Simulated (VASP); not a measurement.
Given:

```xyz
6
Lattice="4.4767 0.0000 0.0000 0.0000 4.4767 0.0000 0.0000 0.0000 2.9925" Properties=species:S:1:pos:R:3 pbc="T T T"
Mg     2.2352     2.2253     1.4976
Mg    -0.0258    -0.0207     0.0220
H      3.0966     3.1207     0.0040
H      1.3666     1.3732    -0.0105
H      3.6095     0.9010     1.5092
H      0.9095     3.5923     1.4666
```

The numbers are results of LDA (Ceperley-Alder, Perdew-Zunger), VASP's LDA PAW potentials (set 64) (plane waves; VASP), not measurements. Settings: 240 eV cut-off, 6×6×6 Γ-centred mesh, Gaussian smearing of 0.010 eV, potentials Mg H.

At this cut-off the stress carries a Pulay error, which pulls relaxed volumes low.  Energy and stress use the plane-wave basis of the starting cell.

Question: The ions, cell shape and volume are relaxed. What does this cell relax into?

Answer: 
```xyz
6
Lattice="4.3408 -0.0011 -0.0012 -0.0011 4.3373 0.0023 -0.0009 0.0017 2.9461" Properties=species:S:1:pos:R:3 pbc="T T T"
Mg     2.1686     2.1668     1.4735
Mg     4.3387     4.3363     2.9466
H      3.0123     3.0207     2.9463
H      1.3218     1.3168     0.0006
H      3.4972     0.8532     1.4715
H      0.8471     3.4888     1.4765
```
Space group P4_2/mnm (136), at a tolerance of 0.03 Å.

Question: How do energy and volume change from the first to the last step?

Answer: The energy (σ→0) changes by -13.0 meV/atom and the volume by -7.5 %, in 12 ionic steps.

| step | E(σ→0) (eV) | max force (eV/Å) | pressure (GPa) | volume (Å³) |
|---|---|---|---|---|
| 1 | -18.7081 | 0.246 | -4.35 | 59.97 |
| 2 | -18.7626 | 0.180 | -2.21 | 57.65 |
| 3 | -18.7807 | 0.101 | 0.03 | 55.61 |
| 4 | -18.7807 | 0.097 | 0.20 | 55.47 |
| 5 | -18.7837 | 0.059 | 0.12 | 55.46 |
| 6 | -18.7850 | 0.061 | 0.04 | 55.44 |
| 7 | -18.7855 | 0.034 | -0.01 | 55.47 |
| 8 | -18.7857 | 0.020 | -0.08 | 55.51 |
| 9 | -18.7859 | 0.013 | 0.00 | 55.44 |
| 10 | -18.7859 | 0.017 | 0.07 | 55.38 |
| 11 | -18.7860 | 0.011 | 0.03 | 55.42 |
| 12 | -18.7861 | 0.009 | -0.03 | 55.47 |

The structure comes from a computed database's MgH2 entry; how it stands against other phases isn't given here. In the starting cell atoms are displaced from their ideal sites. This run relaxes it. The run is one of a series of settings (EDIFFG = -0.01, ENCUT = 240, GGA removed, IBRION = 2, ISIF = 3, NSW = 50, KPOINTS 6×6×6 Γ-centred mesh, POTCAR Mg H (LDA.64 set) against the base run), some of them coarse on purpose.
